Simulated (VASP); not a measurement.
Given:

```yaml
crystal:
  lattice:
    - [3.62100, 0.00000, 0.00000]
    - [0.00000, 3.62100, 0.00000]
    - [0.00000, 0.00000, 3.62100]
  atoms:
    - { symbol: Fe, position: [0.00000, 0.00000, 0.00000], spin: 3.0 }
    - { symbol: Ni, position: [0.00000, 0.50000, 0.50000], spin: 0.7 }
    - { symbol: Ni, position: [0.50000, 0.00000, 0.50000], spin: 0.7 }
    - { symbol: Ni, position: [0.50000, 0.50000, 0.00000], spin: 0.7 }
```

Method: PBE GGA, VASP's PBE PAW potentials (set 64) (plane waves; VASP 6.6.1). Run with 400 eV cut-off, 8×8×8 Γ-centred mesh, first-order Methfessel-Paxton smearing of 0.10 eV, potentials Fe Ni.

### Question
Give the stress tensor in GPa (positive for a compressed cell).

### Answer

```
-10.86    0.00    0.00
  0.00  -10.86    0.00
  0.00    0.00  -10.86
```
The pressure is its mean diagonal, -10.86 GPa.

The compound is Ni3Fe in the L1_2 structure. The cell was not relaxed at this level.
